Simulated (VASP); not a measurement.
An input for Quantum ESPRESSO's pw.x (written as the equivalent of a VASP run, and not itself run):

```
&CONTROL
  calculation = 'scf'
  pseudo_dir = './pseudo'
  outdir = './out'
  tprnfor = .true.
  tstress = .false.
/
&SYSTEM
  ibrav = 0
  nat = 10
  ntyp = 4
  ecutwfc = 82
  occupations = 'smearing'
  smearing = 'fermi-dirac'
  degauss = 0.003675
  input_dft = 'hse'
  nqx1 = 2
  nqx2 = 2
  nqx3 = 2
  screening_parameter = 0.1058
/
&ELECTRONS
  conv_thr = 7.3e-08
  electron_maxstep = 100
/
ATOMIC_SPECIES
  Cs 132.905 Cs.upf
  Ag 107.868 Ag.upf
  Bi 208.980 Bi.upf
  Br 79.904 Br.upf
CELL_PARAMETERS angstrom
     0.0000000    5.7791890    5.7791890
     5.7791890    0.0000000    5.7791890
     5.7791890    5.7791890    0.0000000
ATOMIC_POSITIONS crystal
  Cs   0.7500000  0.7500000  0.7500000
  Cs   0.2500000  0.2500000  0.2500000
  Ag   0.5000000  0.5000000  0.5000000
  Bi   0.0000000  0.0000000  0.0000000
  Br   0.7491900  0.2508100  0.2508100
  Br   0.2508100  0.7491900  0.7491900
  Br   0.2508100  0.7491900  0.2508100
  Br   0.7491900  0.2508100  0.7491900
  Br   0.2508100  0.2508100  0.7491900
  Br   0.7491900  0.7491900  0.2508100
K_POINTS automatic
  2 2 2 1 1 1
```

Q: Write the VASP files for the same calculation (HSE06).

A: Several could match; the one computed here: 
**POSCAR**
```
Cs2AgBiBr6
1
    0.0000000000     5.7791890000     5.7791890000
    5.7791890000     0.0000000000     5.7791890000
    5.7791890000     5.7791890000     0.0000000000
Cs Ag Bi Br
2 1 1 6
Direct
  0.7500000000   0.7500000000   0.7500000000
  0.2500000000   0.2500000000   0.2500000000
  0.5000000000   0.5000000000   0.5000000000
  0.0000000000   0.0000000000   0.0000000000
  0.7491900000   0.2508100000   0.2508100000
  0.2508100000   0.7491900000   0.7491900000
  0.2508100000   0.7491900000   0.2508100000
  0.7491900000   0.2508100000   0.7491900000
  0.2508100000   0.2508100000   0.7491900000
  0.7491900000   0.7491900000   0.2508100000
```

INCAR:
```
SYSTEM = Cs2AgBiBr6
PREC = Accurate
ENCUT = 300
EDIFF = 1E-6
NELM = 100
ALGO = Normal
LREAL = .FALSE.
LASPH = .TRUE.
ISMEAR = -1
SIGMA = 0.05
GGA = PE
HFSCREEN = 0.2
AEXX = 0.25
LHFCALC = .TRUE.
PRECFOCK = Fast
ISYM = 3
LMAXMIX = 4
LWAVE = .FALSE.
LCHARG = .FALSE.
ISIF = 2
```

### KPOINTS
```
kpoints
0
G
  2 2 2
0.5 0.5 0.5
```

POTCAR, in this order: Cs_sv Ag Bi_d Br (PBE.64 set). Program: vasp_std.

The two are equivalent in intent, not identical: the potentials are each code's own (VASP's PAW set, PseudoDojo norm-conserving files in pw.x), so ENCUT and ecutwfc are chosen apart and not converted; conv_thr bounds pw.x's estimated SCF error, while EDIFF bounds the energy change between steps.

The structure comes from a computed database's Cs2AgBiBr6 entry; how it stands against other phases isn't given here. The cell was not relaxed at this level. The k-mesh is coarse (spacing up to 0.47 per Å, 2π included), so the numbers may not be converged in it. The run is one of a series of settings (KPOINTS 2×2×2 Γ-centred mesh shifted by (0.5, 0.5, 0.5) against the base run), some of them coarse on purpose.
